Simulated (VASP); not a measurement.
An input for Quantum ESPRESSO's pw.x (written as the equivalent of a VASP run, and not itself run):

```
&CONTROL
  calculation = 'scf'
  pseudo_dir = './pseudo'
  outdir = './out'
  tprnfor = .true.
  tstress = .true.
/
&SYSTEM
  ibrav = 0
  nat = 2
  ntyp = 2
  ecutwfc = 82
  occupations = 'tetrahedra'
  input_dft = 'pbesol'
/
&ELECTRONS
  conv_thr = 7.3e-09
  electron_maxstep = 100
/
ATOMIC_SPECIES
  Pd 106.420 Pd.upf
  Sb 121.760 Sb.upf
CELL_PARAMETERS angstrom
     0.0000000    2.7294368    2.7294368
     2.7294368    0.0000000    2.7294368
     2.7294368    2.7294368    0.0000000
ATOMIC_POSITIONS crystal
  Pd   0.0000000  0.0000000  0.0000000
  Sb   0.5000000  0.5000000  0.5000000
K_POINTS automatic
  13 13 13 0 0 0
```

Question: Write the VASP files for the same calculation (PBEsol).

Answer: One answer among several that fit: 
### POSCAR
```
PdSb
1
    0.0000000000     2.7294368247     2.7294368247
    2.7294368247     0.0000000000     2.7294368247
    2.7294368247     2.7294368247     0.0000000000
Pd Sb
1 1
Direct
  0.0000000000   0.0000000000   0.0000000000
  0.5000000000   0.5000000000   0.5000000000
```

INCAR:
```
SYSTEM = PdSb
PREC = Accurate; ENCUT = 400; LREAL = F
LASPH = T
EDIFF = 1E-7; NELM = 100; ALGO = Normal
LMAXMIX = 4
ISMEAR = -5
GGA = PS
ISIF = 2
LWAVE = F; LCHARG = T; LORBIT = 11
NEDOS = 601
```

File KPOINTS:
```
Automatic mesh
0
Gamma
13 13 13
0 0 0
```

POTCAR, in this order: Pd Sb (PBE.64 set). Program: vasp_std.

The two are equivalent in intent, not identical: the potentials are each code's own (VASP's PAW set, PseudoDojo norm-conserving files in pw.x), so ENCUT and ecutwfc are chosen apart and not converted; conv_thr bounds pw.x's estimated SCF error, while EDIFF bounds the energy change between steps.

The structure was generated: PdSb was put into the rock salt type (Fm-3m), which need not be its known phase. It was relaxed first, which changed the volume by -25 %.
